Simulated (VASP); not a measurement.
Output of a VASP run:

**OUTCAR**
```
 ion  position               nearest neighbor table
   1  0.333  0.667  0.250-   2 3.39   2 3.39   2 3.39   2 3.39   2 3.39   2 3.39
   2  0.667  0.333  0.750-   1 3.39   1 3.39   1 3.39   1 3.39   1 3.39   1 3.39
  LATTYP: Found a hexagonal cell.
 ALAT       =     3.4902204912
 C/A-ratio  =     1.5614301511
 Subroutine PRICEL returns:
 Original cell was already a primitive cell.
 Subroutine GETGRP returns: Found 24 space group operations
The static configuration has the point symmetry D_3d.
 The point group associated with its full space group is D_6h.
The dynamic configuration has the point symmetry D_3d.
 Subroutine INISYM returns: Found 24 space group operations
 Subroutine IBZKPT returns following result:
 Found    105 irreducible k-points:

 Following reciprocal coordinates:
            Coordinates               Weight
  0.000000  0.000000  0.000000      1.000000
  0.076923  0.000000  0.000000      6.000000
  0.153846 -0.000000  0.000000      6.000000
  0.230769 -0.000000  0.000000      6.000000
  0.307692 -0.000000  0.000000      6.000000
  0.384615  0.000000  0.000000      6.000000
  0.461538  0.000000  0.000000      6.000000
  0.076923  0.076923  0.000000      6.000000
  0.153846  0.076923  0.000000     12.000000
  0.230769  0.076923  0.000000     12.000000
  0.307692  0.076923  0.000000     12.000000
  0.384615  0.076923  0.000000     12.000000
  0.461538  0.076923  0.000000      6.000000
  0.153846  0.153846  0.000000      6.000000
  0.230769  0.153846  0.000000     12.000000
  0.307692  0.153846  0.000000     12.000000
  0.384615  0.153846  0.000000     12.000000
  0.230769  0.230769  0.000000      6.000000
  0.307692  0.230769  0.000000     12.000000
  0.384615  0.230769  0.000000      6.000000
  0.307692  0.307692  0.000000      6.000000
  0.000000  0.000000  0.125000      2.000000
  0.076923  0.000000  0.125000     12.000000
  0.153846 -0.000000  0.125000     12.000000
  0.230769 -0.000000  0.125000     12.000000
  0.307692 -0.000000  0.125000     12.000000
  0.384615  0.000000  0.125000     12.000000
  0.461538  0.000000  0.125000     12.000000
  0.076923  0.076923  0.125000     12.000000
  0.153846  0.076923  0.125000     24.000000
  0.230769  0.076923  0.125000     24.000000
  0.307692  0.076923  0.125000     24.000000
  0.384615  0.076923  0.125000     24.000000
  0.461538  0.076923  0.125000     12.000000
  0.153846  0.153846  0.125000     12.000000
  0.230769  0.153846  0.125000     24.000000
  0.307692  0.153846  0.125000     24.000000
  0.384615  0.153846  0.125000     24.000000
  0.230769  0.230769  0.125000     12.000000
  0.307692  0.230769  0.125000     24.000000
   k-points           NKPTS =    105   k-points in BZ     NKDIM =    105   number of bands    NBANDS=     13
   number of dos      NEDOS =    601   number of ions     NIONS =      2
   total plane-waves  NPLWV =  32928
   dimension x,y,z NGX =    28 NGY =   28 NGZ =   42
   dimension x,y,z NGXF=    56 NGYF=   56 NGZF=   84
   ions per type =               2
   PREC   = accura    normal or accurate (medium, high low for compatibility)
   ISTART =      0    job   : 0-new  1-cont  2-samecut
   ICHARG =      2    charge: 1-file 2-atom 10-const
   ISPIN  =      1    spin polarized calculation?
   LNONCOLLINEAR =      F non collinear calculations
   LSORBIT =      F    spin-orbit coupling
   INIWAV =      1    electr: 0-lowe 1-rand  2-diag
   ENCUT  =  520.0 eV  38.22 Ry    6.18 a.u.   6.49  6.49 10.13*2*pi/ulx,y,z
   NELM   =    100;   NELMIN=  2; NELMDL= -5     # of ELM steps
   EDIFF  = 0.1E-06   stopping-criterion for ELM
   LREAL  =      F    real-space projection
   NLSPLINE    = F    spline interpolate recip. space projectors
   LMAXMIX     =    6 max onsite mixed and CHGCAR
   VOSKOWN=      0    Vosko Wilk Nusair interpolation
   EDIFFG = 0.1E-05   stopping-criterion for IOM
   NSW    =      0    number of steps for IOM
...
```

OSZICAR:
```
       N       E                     dE             d eps       ncg     rms          rms(c)
DAV:   1     0.447562398437E+02    0.44756E+02   -0.86946E+03  4862   0.150E+03
DAV:   2    -0.652611826117E+01   -0.51282E+02   -0.50183E+02  4670   0.721E+02
DAV:   3    -0.877699024112E+01   -0.22509E+01   -0.21506E+01  4815   0.630E+01
DAV:   4    -0.889882591067E+01   -0.12184E+00   -0.11683E+00  5037   0.993E+00
DAV:   5    -0.890281879027E+01   -0.39929E-02   -0.39959E-02  4560   0.187E+00    0.257E+01
DAV:   6    -0.889426840890E+01    0.85504E-02   -0.33318E-02  4585   0.422E+00    0.153E+01
DAV:   7    -0.890310626547E+01   -0.88379E-02   -0.61444E-02  4448   0.559E+00    0.379E-01
DAV:   8    -0.890298003210E+01    0.12623E-03   -0.42122E-03  4507   0.937E-01    0.103E-01
DAV:   9    -0.890298534413E+01   -0.53120E-05   -0.20207E-04  4724   0.228E-01    0.290E-02
DAV:  10    -0.890298114656E+01    0.41976E-05   -0.21085E-05  4647   0.719E-02    0.329E-02
DAV:  11    -0.890298163487E+01   -0.48831E-06   -0.14639E-06  4605   0.180E-02    0.252E-03
DAV:  12    -0.890298187236E+01   -0.23749E-06   -0.63822E-08  2600   0.620E-03    0.143E-03
DAV:  13    -0.890298185972E+01    0.12641E-07   -0.22563E-08  2420   0.922E-03
   1 F= -.92728847E+01 E0= -.92728847E+01  d E =0.000000E+00
```

### OUTCAR
```
------------------------ aborting loop because EDIFF is reached ----------------------------------------
  Edisp (eV):   -0.36990
  FORCE on cell =-STRESS in cart. coord.  units (eV):
  Direction    XX          YY          ZZ          XY          YZ          ZX
  --------------------------------------------------------------------------------------
  Total       0.07499     0.07499    -0.05221     0.00000     0.00000     0.00000
  in kB       2.08991     2.08991    -1.45496     0.00000     0.00000     0.00000
  external pressure =        0.91 kB  Pullay stress =        0.00 kB
  volume of cell :       57.49
      direct lattice vectors                 reciprocal lattice vectors
     1.745110208 -3.022619632  0.000000000     0.286514856 -0.165419425  0.000000000
     1.745110208  3.022619632  0.000000000     0.286514856  0.165419425  0.000000000
     0.000000000  0.000000000  5.449735509     0.000000000  0.000000000  0.183495144
 POSITION                                       TOTAL-FORCE (eV/Angst)
 -----------------------------------------------------------------------------------
      1.74511      1.00754      1.36243        -0.000000      0.000000      0.000000
      1.74511     -1.00754      4.08730         0.000000     -0.000000      0.000000
 -----------------------------------------------------------------------------------
    total drift:                                0.000000      0.000069     -0.000012
  FREE ENERGIE OF THE ION-ELECTRON SYSTEM (eV)
  ---------------------------------------------------
  free  energy   TOTEN  =        -9.2728847055 eV

  energy  without entropy=       -9.2728847055  energy(sigma->0) =       -9.27288471

 total charge

# of ion       s       p       d       tot
------------------------------------------
    1        0.504   6.432   0.930   7.867
    2        0.504   6.432   0.930   7.867
--------------------------------------------------
tot          1.009  12.864   1.860  15.733
```
(Selected blocks of OUTCAR.)

**POSCAR**
```
Lu
1
    1.7451102083    -3.0226196317     0.0000000000
    1.7451102083     3.0226196317     0.0000000000
    0.0000000000     0.0000000000     5.4497355089
Lu
2
Direct
  0.3333330000   0.6666670000   0.2500000000
  0.6666670000   0.3333330000   0.7500000000
```

Q: Write an INCAR and KPOINTS that could have produced this output.

A: This is not unique; one that fits is the input of the run itself, PBE GGA with D4 dispersion, plane waves, VASP's PBE PAW potentials (set 64).

INCAR:
```
SYSTEM = Lu
PREC = Accurate
ENCUT = 520
EDIFF = 1E-7
NELM = 100
ALGO = Normal
LREAL = .FALSE.
LASPH = .TRUE.
ISMEAR = -5
GGA = PE
IVDW = 13
LMAXMIX = 6
LWAVE = .FALSE.
LCHARG = .TRUE.
LORBIT = 11
NEDOS = 601
ISIF = 2
```

### KPOINTS
```
Automatic mesh
0
Gamma
13 13 8
0 0 0
```

POTCAR, in this order: Lu_3 (PBE.64 set). Program: vasp_std.

For a metal the tetrahedron method with Blöchl corrections gives inexact stress and forces.

The compound is Lu in the hcp structure. It was relaxed first.
